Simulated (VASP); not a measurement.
**Hg3ZnSe4 (ordered alloy cell): computed properties**

Computed with PBEsol GGA, VASP's PBE PAW potentials (set 64) (plane waves; VASP).

For Hg3ZnSe4, the space group comes out as P-43m (215) and the cell is a = b = c = 6.015 Å, α = β = γ = 90.00°. The volume per atom is 27.20 Å³/atom and the band gap (over mesh and band path) is none (metal, semimetal or under 0.01 eV). The density is 7.50 g/cm³.

```cif
data_Hg3Se4Zn
_chemical_formula_sum 'Zn1 Se4 Hg3'
_space_group_name_H-M_alt 'P-43m'
_space_group_IT_number 215
_space_group_name_Hall 'P -4 2 3'
_cell_length_a 6.01498
_cell_length_b 6.01498
_cell_length_c 6.01498
_cell_angle_alpha 90.000
_cell_angle_beta 90.000
_cell_angle_gamma 90.000
loop_
_atom_site_label
_atom_site_type_symbol
_atom_site_symmetry_multiplicity
_atom_site_Wyckoff_symbol
_atom_site_fract_x
_atom_site_fract_y
_atom_site_fract_z
_atom_site_occupancy
Zn1 Zn 1 a 0.00000 0.00000 0.00000 1
Se1 Se 4 e 0.23635 0.23635 0.23635 1
Hg1 Hg 3 c 0.00000 0.50000 0.50000 1
```

Unless said otherwise, spin-orbit coupling is left out, though it shifts the bands of the heavy elements here.

The structure was generated: Hg3ZnSe4 was put into an ordered model structure (P-43m), which need not be its known phase. It was relaxed first. Symmetry was kept, so distortions that lower it aren't found.
